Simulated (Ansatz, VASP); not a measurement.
**One calculation of Cd2TeO, two programs**

INCAR

```
ALGO = Normal
EDIFF = 1E-7
ENCUT = 520
GGA = PE
ISIF = 2
ISMEAR = -1
LASPH = True
LCHARG = False
LREAL = False
LWAVE = False
NBANDS = 26
NELM = 100
PREC = Accurate
SIGMA = 0.02
```

The input KPOINTS:

```
k-points
0
Gamma
  4 4 4
```

The input POSCAR:

```
Cd2TeO
1.0
    3.9815462508      0.0000000000      0.0000000000
    0.0000000000      3.9815462508      0.0000000000
    0.0000000000      0.0000000000      5.3991006792
O Cd Te
1 2 1
Direct
    0.0000000000      0.0000000000      0.0000000000
    0.0000000000      0.0000000000      0.5000000000
    0.5000000000      0.5000000000      0.0000000000
    0.5000000000      0.5000000000      0.5000000000
```

Input for Ansatz:

```yaml
crystal:
  lattice:
    - [3.9815462508, 0.0, 0.0]
    - [0.0, 3.9815462508, 0.0]
    - [0.0, 0.0, 5.3991006792]
  atoms:
    - { symbol: O, position: [0.0, 0.0, 0.0] }
    - { symbol: Cd, position: [0.0, 0.0, 0.5] }
    - { symbol: Te, position: [0.5, 0.5, 0.5] }
    - { symbol: Cd, position: [0.5, 0.5, 0.0] }
kpoints:
  mp_grid: { grid: [4, 4, 4] }
hamiltonian:
  xc: pbe
scf:
  occupations: { method: fermi_dirac, width: 0.02 }
  n_extra_bands: 5
output:
  forces: true
  stress: true
  eigenvalues: true
  write_density: true
  write_potential: true
  elf: true
  volumetric_format: npy
```

The cell was built by a generator and needn't be a form met in nature.

Alike in both runs: task single point; functional PBE; k mesh 4 × 4 × 4; occupations fermi-dirac, width 0.02 eV; no spin polarisation.

|  | VASP | Ansatz |
| --- | --- | --- |
| version | VASP 6.6.1 | Ansatz 0.2.0 |
| potentials or method | VASP PAW PBE potentials, release 64 (O, Cd, Te) | plane waves, PAW |
| plane-wave cutoff (eV) | 520 | 420 |
| valence electrons in the cell | 36 | 62 |

|  | VASP | Ansatz | Ansatz less VASP |
| --- | --- | --- | --- |
| pressure (GPa) | 2.6 | 2.3 | -0.38 |
| largest component of the traceless stress (GPa) | 0.34 | 0.24 | -0.101 |

The two sets of potentials don't hold the same shells in valence.

Caveats: the k mesh is coarse (spacing up to 0.39 Å⁻¹), so the values aren't converged. The runs have no spin-orbit coupling, so splittings on Te are missing.
